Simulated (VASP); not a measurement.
Zn3CdSe4 (space group Amm2): computed properties

All values below come from PBEsol GGA, VASP's PBE PAW potentials (set 64) (plane waves; VASP).

```yaml
space_group: Amm2 (38)
cell: a = 4.0588 Å, b = 8.1349 Å, c = 11.5008 Å, α = β = γ = 90.00°
volume_per_atom: 23.73 Å³/atom
band gap (over mesh and band path): 0.87 eV
smallest direct gap (over mesh and band path): 0.87 eV
band_edge_character: direct, Γ to Γ
density: 5.46 g/cm³
```

```cif
data_CdSe4Zn3
_chemical_formula_sum 'Zn3 Cd1 Se4'
_space_group_name_H-M_alt 'P 1'
_space_group_IT_number 1
_cell_length_a 4.05885
_cell_length_b 7.04355
_cell_length_c 7.04355
_cell_angle_alpha 70.546
_cell_angle_beta 90.000
_cell_angle_gamma 90.000
loop_
_space_group_symop_operation_xyz
  'x, y, z'
loop_
_atom_site_label
_atom_site_type_symbol
_atom_site_fract_x
_atom_site_fract_y
_atom_site_fract_z
_atom_site_occupancy
Zn1 Zn 0.00000 0.99938 0.99938 1
Zn2 Zn 0.50000 0.99801 0.50180 1
Zn3 Zn 0.50000 0.50180 0.99801 1
Cd1 Cd 0.00000 0.50171 0.50171 1
Se1 Se 0.50000 0.36276 0.36276 1
Se2 Se 0.00000 0.36925 0.89229 1
Se3 Se 0.00000 0.89229 0.36925 1
Se4 Se 0.50000 0.87479 0.87479 1
```

The structure comes from a computed database's Zn3CdSe4 entry (Amm2); how it stands against other phases isn't given here. It was relaxed first, which changed the volume by -6 %. Symmetry was kept, so distortions that lower it aren't found.
